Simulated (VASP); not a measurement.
Consider the following.

```
CELL_PARAMETERS angstrom
      1.64002    -2.84061     0.00000
      1.64002     2.84061     0.00000
      0.00000     0.00000     5.29492
ATOMIC_POSITIONS crystal
  Zn 0.66667 0.33333 0.50130
  Zn 0.33333 0.66667 0.00130
  O  0.66667 0.33333 0.88070
  O  0.33333 0.66667 0.38070
```

Computed with PW91 GGA, VASP's PBE PAW potentials (set 64) (plane waves; VASP 6.6.1). Numerical set-up: 520 eV cut-off, Gaussian smearing of 0.050 eV, potentials Zn O.

### Question
Give the energies of bands 7 to 20 at the high-symmetry points, in eV from the valence-band maximum.

### Answer

| band | Γ | M | K | A | L | H |
|---|---|---|---|---|---|---|
| 7 | -5.37 | -4.90 | -4.61 | -5.48 | -5.01 | -4.82 |
| 8 | -5.37 | -4.81 | -4.61 | -5.48 | -5.01 | -4.82 |
| 9 | -4.48 | -4.44 | -4.54 | -4.36 | -4.30 | -4.47 |
| 10 | -4.48 | -4.32 | -4.42 | -4.36 | -4.30 | -4.47 |
| 11 | -4.29 | -4.24 | -4.36 | -4.36 | -4.21 | -3.99 |
| 12 | -4.29 | -4.17 | -4.36 | -4.36 | -4.21 | -3.99 |
| 13 | -4.01 | -3.69 | -3.62 | -2.23 | -3.70 | -3.64 |
| 14 | -0.75 | -3.44 | -3.47 | -2.23 | -3.70 | -3.64 |
| 15 | -0.75 | -2.72 | -3.47 | -0.37 | -1.43 | -2.58 |
| 16 | -0.08 | -2.14 | -1.84 | -0.37 | -1.43 | -2.58 |
| 17 | 0.00 | -1.23 | -1.84 | -0.37 | -1.31 | -1.18 |
| 18 | 0.00 | -0.80 | -1.66 | -0.37 | -1.31 | -1.18 |
| 19 | 0.75 | 5.63 | 7.49 | 3.37 | 5.65 | 7.78 |
| 20 | 5.10 | 6.83 | 7.49 | 3.37 | 5.65 | 7.78 |

The gap is direct, 0.75 eV, from the valence maximum at Γ to the conduction minimum at Γ.

Measured: gap 3.60 eV (computed value off by -2.85 eV), as given by Wei Chen et al., Physical Review Materials (2018), doi:10.1103/physrevmaterials.2.073803 [zero-point renormalisation of 0.16 eV added back (the table's ZPR column)].

The compound is ZnO in the wurtzite structure. It was relaxed first.
